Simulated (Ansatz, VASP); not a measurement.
# Cross-check of LaB6 between VASP and Ansatz, part 2 of 2

Wanted: the spread between two codes on one cell, functional and k mesh. The cell is taken from a series of runs on this material, whose earlier steps may have relaxed, scaled, displaced or heated it; both programs get it as it stands.

VASP 6.6.1 and Ansatz 0.2.0.

So far: The structure; VASP: relaxation of cell and atoms, LDA.

## Step 3: Ansatz: relaxation of cell and atoms, LDA

Level of this step: Ansatz beside VASP: Kohn-Sham DFT, plane waves, LDA (Ansatz).

Ansatz runs on its default PAW (the set named soft_2) files.

The same cell, functional (in two slightly different forms), mesh and smearing now go to Ansatz.

The input, input.yaml:

```yaml
crystal:
  lattice:
    - [4.09977053, 0.0, 0.0]
    - [0.0, 4.09977053, 0.0]
    - [0.0, 0.0, 4.09977053]
  atoms:
    - { symbol: La, position: [0.0, 0.0, 0.0] }
    - { symbol: B, position: [0.2003596066, 0.5, 0.5] }
    - { symbol: B, position: [0.5, 0.2003596066, 0.5] }
    - { symbol: B, position: [0.7996403934, 0.5, 0.5] }
    - { symbol: B, position: [0.5, 0.7996403934, 0.5] }
    - { symbol: B, position: [0.5, 0.5, 0.2003596066] }
    - { symbol: B, position: [0.5, 0.5, 0.7996403934] }
kpoints:
  mp_grid: { grid: [6, 6, 6] }
hamiltonian:
  xc: lda
scf:
  occupations: { method: gaussian, width: 0.1 }
output:
  forces: true
  stress: true
  eigenvalues: true
basis:
  ecutwfc: 260.0
relax:
  adjacent_minimum: "off"
  f_tol: 0.005
  max_steps: 80
  cell: { stress_tol: 0.05 }
```

On the command line:

```console
ansatz run input.yaml --threads 8 --pin off --max-ram 14336MiB --backend cpu --events-out ev --progress --plain --runs-dir out
```

Numbers of over 12 decimals in the logs are rounded to 6 here.

The log of the run:

```text
Warning: basis.ecutwfc = 260 eV is below the records' recommended 420 eV, and the density's cutoff is lower with it unless basis.ecutrho_ratio is high enough to keep the records' density cutoff: compare with a run at a higher cutoff
Engine: ansatz 0.2.0, x86_64-unknown-linux-gnu
Pseudopotentials: kind: paw
Pseudopotential: La, paw, valence charge 11, recommended cutoff 420 eV (normal), La.paw.azcp
Pseudopotential: B, paw, valence charge 3, recommended cutoff 420 eV (normal), B.paw.azcp
Functional definition: SPW92
  exchange = slater_x
  correlation = pw_c
Crystal: 7 atoms, lattice volume = 68.909 Å³
Basis set: ecut = 260 eV, 691 PW (Γ)
Bands: 22, of which v1, the nominal top of the filled ones, is band 15 counted from 1 (14 counted from 0)
Symmetry: 48 space group operations
Space group: Pm-3m (ITA 221), of the structure as read, at distance tolerance 4.1e-5 Å
k-points: 20 of 216
Non-local potential: La, projectors of the file, l = 0: 3, l = 1: 2, l = 2: 2, l = 3: 3
Non-local potential: B, projectors of the file, l = 0: 2, l = 1: 2, l = 2: 1
PAW form: soft (Blöchl's): semilocal exchange-correlation on the pseudo side does not see the compensation charge
PAW frozen core: La, regenerated for the run's functional, and the local potential with it (the file was generated under x = pbe(κ = 0.804, μ = 0.219515), c = pbe(β = 0.066725))
PAW frozen core: B, regenerated for the run's functional, and the local potential with it (the file was generated under x = pbe(κ = 0.804, μ = 0.219515), c = pbe(β = 0.066725))
PAW one-centre angular grid: La, 590 points (default); XC on 64 Gauss nodes
PAW one-centre angular grid: B, 110 points (default); XC on 64 Gauss nodes
Initial density: superposition of atomic densities (neutral atoms: chi_scale 0, normalization atom), corrected by the library's trained network
Initial wavefunctions: pseudopotential atomic-orbital guess
Functional: x = slater, c = lda
SCF iter   1: F=—  HF=-6977.732016 eV  |F-HF|=—  |Δ(HF+E_count)|=         —  Δρ=6.77e-3  dr2=1.53e-2  ethr=1.77e-3  ⟨swp⟩=4.5  Hψ=1974  notcnv=0
preconditioner: auto → Kerker (q_TF=auto, 2.362 Å⁻¹)  [metal: Δε(μ)=0.088 eV  Ē_g=10.684 eV  σ=0.100 eV  W_gap=0.46  n_scr=18 (ndim 8)  ℏωp=23.2 eV  f_vac=0.000  D(μ)=1.32/eV (n_scr^D=6)]
SCF iter   2: F=—  HF=-6977.731264 eV  |F-HF|=—  |Δ(HF+E_count)|=   7.52e-4  Δρ=3.73e-3  dr2=5.29e-3  ethr=5.26e-5  ⟨swp⟩=2.1  Hψ=903  notcnv=0  defer=21
SCF iter   3: F=—  HF=-6977.731121 eV  |F-HF|=—  |Δ(HF+E_count)|=   1.43e-4  Δρ=4.22e-4  dr2=1.53e-4  ethr=1.82e-5  ⟨swp⟩=2.2  Hψ=691  notcnv=0  defer=21
SCF iter   4: F=—  HF=-6977.731094 eV  |F-HF|=—  |Δ(HF+E_count)|=   2.76e-5  Δρ=1.05e-4  dr2=5.25e-6  ethr=5.28e-7  ⟨swp⟩=2.1  Hψ=535  notcnv=0  defer=21
SCF iter   5: F=—  HF=-6977.731095 eV  |F-HF|=—  |Δ(HF+E_count)|=   1.30e-6  Δρ=1.36e-5  dr2=1.37e-7  ethr=1.81e-8  ⟨swp⟩=1.7  Hψ=481  notcnv=0  defer=21
SCF iter   6: F=-6977.731095 eV  HF=-6977.731095 eV  |F-HF|=5.73e-11  |Δ(HF+E_count)|=   3.42e-8  Δρ=3.41e-6  dr2=5.84e-9  ethr=3.45e-10  ⟨swp⟩=8.5  Hψ=1959  notcnv=0
SCF 1 converged in 6 iterations: F = -6977.731095 eV  dr2 = 5.84e-9
  greatest PAW one-centre occupation: 0.975 electrons in one spin orbital (limit 2), on the La atom at site 0 (counted from 0), in its partial waves of l = 0
relax step   1: F+E_penalty+E_count = -6977.73109515 eV  Δ(F+E_penalty+E_count) = +0.000e0 eV  max|allowed force component| = 1.751e-3 eV/Å  Δτ_max = 0.0000 Å  P = -0.016 GPa  Ω = 68.909 Å³  (6 SCF iters, dr2 threshold 1.00e-7 eV, accepted)
Initial density: handed on by an earlier stage of this run
Initial wavefunctions: pseudopotential atomic-orbital guess (no wavefunctions were taken with the density)
iter 1 solved again at ethr=3.48e-8 eV; its pass at ethr=3.10e-3 eV (dr2=1.01e-5 eV) is discarded
SCF iter   1: F=—  HF=-6977.731093 eV  |F-HF|=—  |Δ(HF+E_count)|=         —  Δρ=3.40e-6  dr2=5.89e-9  ethr=3.48e-8  ⟨swp⟩=4.1  Hψ=3420  notcnv=0
preconditioner: auto → Kerker (q_TF=auto, 2.362 Å⁻¹)  [metal: Δε(μ)=0.087 eV  Ē_g=10.643 eV  σ=0.100 eV  W_gap=0.45  n_scr=18 (ndim 8)  ℏωp=23.2 eV  f_vac=0.000  D(μ)=1.31/eV (n_scr^D=6)]
SCF iter   2: F=—  HF=-6977.731095 eV  |F-HF|=—  |Δ(HF+E_count)|=   1.67e-6  Δρ=2.12e-6  dr2=2.36e-9  ethr=2.03e-11  ⟨swp⟩=2.3  Hψ=709  notcnv=0
SCF iter   3: F=—  HF=-6977.731095 eV  |F-HF|=—  |Δ(HF+E_count)|=  2.86e-10  Δρ=3.33e-7  dr2=9.84e-11  ethr=8.15e-12  ⟨swp⟩=1.5  Hψ=494  notcnv=0
SCF iter   4: F=-6977.731095 eV  HF=-6977.731095 eV  |F-HF|=0.00e0  |Δ(HF+E_count)|=  8.19e-12  Δρ=6.75e-8  dr2=4.38e-12  ethr=1.00e-12  ⟨swp⟩=5.3  Hψ=1551  notcnv=0
SCF 2 converged in 4 iterations: F = -6977.731095 eV  dr2 = 4.38e-12
relax step   2: F+E_penalty+E_count = -6977.73109515 eV  Δ(F+E_penalty+E_count) = -4.175e-10 eV  max|allowed force component| = 1.771e-3 eV/Å  Δτ_max = 0.0000 Å  P = -0.016 GPa  Ω = 68.909 Å³  stress off target by 1.61e-2 GPa  SCF on the basis re-selected at this cell (its energy is not comparable with the rows above)  (4 SCF iters)
basis re-selected at this cell: Δ(F+E_penalty+E_count) = -4.175e-10 eV, ΔP = +0.000 GPa vs the last step (what re-selecting the basis moved, of the pressure what is left beyond the Pulay correction that the steps carried, after the strain that the cell walked since its last selection, with what the two solves' SCF thresholds leave and, on support functions, any second-order correction that the steps lacked; it is no  [...]
SCF converged after 4 iterations
Free energy (F): -6977.731095 eV
Harris-Foulkes:  -6977.731095 eV  (|F-HF|=0.00e0)
Internal energy: -6977.724554 eV  (E = F + TS)
E sigma→0 (E₀):  -6977.727824 eV
Entropy (-TS):   -0.006542 eV (-0.935 meV/atom)
Fermi energy:    12.432216 eV
--- Per-component energies (eV) ---
  E_band       = 56.388354
  E_kinetic    = 501.441214
  E_local      = -377.514265  (includes V_loc(G=0)·N_el)
  E_nonlocal   = 171.460240
  E_hartree    = 115.792094
  E_xc         = -336.024060
  E_vxc        = -383.271524  (∫ρ·V_xc dr)
  E_paw        = -5680.588769  (= ΣΔE_a)
  E_vpaw       = -87.311408  (= ΣTr[D̂ρ^β])
  E_aug_tail   = -0.000103  (compensation charges beyond the density's cutoff)
  E_ewald      = -1372.888627
  E_core_change = 0.597722  (= ΣΔE_core)
  E_smearing   = -0.006542  (= −TS)
  E_closure    = 0.000000  (closes the sum)
  Σ components = -6977.731095   (vs F -6977.731095, Δ=0.00e0)
--- Forces (eV/Å), atoms counted from 1 ---
  atom   1  La     0.00000000    -0.00000000     0.00000000
  atom   2  B     -0.00177063     0.00000000     0.00000000
  atom   3  B     -0.00000000    -0.00177063     0.00000000
  atom   4  B      0.00177063    -0.00000000     0.00000000
  atom   5  B      0.00000000     0.00177063     0.00000000
  atom   6  B      0.00000000    -0.00000000    -0.00177063
  atom   7  B      0.00000000     0.00000000     0.00177063
  max |Σ_I F_I| component: 1.16e-17 eV/Å
--- Stress (GPa, compression-positive) ---
       -0.016084       0.000000       0.000000
        0.000000      -0.016084       0.000000
       -0.000000       0.000000      -0.016084
  P = ⅓ Tr σ = -0.0161 GPa (-0.161 kbar)
--- Band table (eV; the first three rows and the last of 20) ---
  k-point 0: bands = [... 11 lower, 10.4935, 10.4935, 10.4935, 12.6306, 12.6306, 12.6306, 13.9772, 13.9772, ... 3 higher]
  k-point 1: bands = [... 11 lower, 9.8581, 9.8581, 10.5875, 11.5848, 13.3668, 13.3668, 14.0110, 14.3398, ... 3 higher]
  k-point 2: bands = [... 11 lower, 9.1669, 9.1669, 10.3362, 10.7954, 13.9777, 13.9777, 14.0225, 14.4941, ... 3 higher]
  k-point 19: bands = [... 11 lower, 10.0089, 10.0089, 10.0089, 13.8949, 14.1886, 14.1886, 14.1886, 14.2481, ... 3 higher]
--- Relaxed structure (1 steps of the walk, 1 accepted, 1 SCFs on fresh bases) ---
  F+E_penalty+E_count = -6977.73109515 eV   max|allowed force component| = 1.771e-3 eV/Å   (the final SCF, on the basis selected at the relaxed cell)
  cell:  # Å, volume = 68.9094 Å³
    - [4.09977053, 0.0, 0.0]
    - [0.0, 4.09977053, 0.0]
    - [0.0, 0.0, 4.09977053]
  atoms:
    - { symbol: La, position: [0.0, 0.0, 0.0] }
    - { symbol: B, position: [0.2003596066, 0.5, 0.5] }
    - { symbol: B, position: [0.5, 0.2003596066, 0.5] }
    - { symbol: B, position: [0.799640, 0.5, 0.5] }
    - { symbol: B, position: [0.5, 0.799640, 0.5] }
    - { symbol: B, position: [0.5, 0.5, 0.2003596066] }
    - { symbol: B, position: [0.5, 0.5, 0.799640] }
```

In the SCF lines HF is the Harris–Foulkes energy and dr2 the Hartree energy of the density residual, in eV; the loop may stop once dr2 is under the threshold and the program's other checks hold. Hψ counts applications of the Hamiltonian.

## Step 4: Side by side

Known differences besides the potentials themselves: the cutoff is 260 eV in Ansatz and 500 eV in VASP; VASP's log shows a relativistic correction to its local exchange, Ansatz's none; Ansatz adds a Pulay correction to the stress that steers its cell, VASP none; Ansatz's log warns that its cutoff lies below the recommended one. Total energies have different zeros and are not compared.

Compared:

```tsv
quantity	Ansatz	VASP	difference
volume (Å³)	68.91	68.80	+0.16 %
edge a after relaxation, in the typed setting (Å)	4.100	4.098	+0.05 %
```

## Step 5: Summary of results

* difference in volume (relaxation of cell and atoms, LDA): 0.16 %

The difference in volume is 0.16 % (relaxation of cell and atoms, LDA), within the 1.2 % picked in this series as the mark of a large difference, as far as the stopping tolerances let one tell. Such differences can come from data sets, numerical settings and the points named under the comparisons, not from the functional's error against experiment.

[Lines on the potential files, build, host, timing and source positions are cut from VASP's logs without a mark.]

[Logs are printed without paths, hosts, clocks, repeated set-up lines and the standing remarks that a program may print on its own settings, such as how far it seeks lower states.]

[Hosts, paths, dates, database ids (printed as entryN), source tags and the programs' standing remarks are cut or masked in the printed files.]
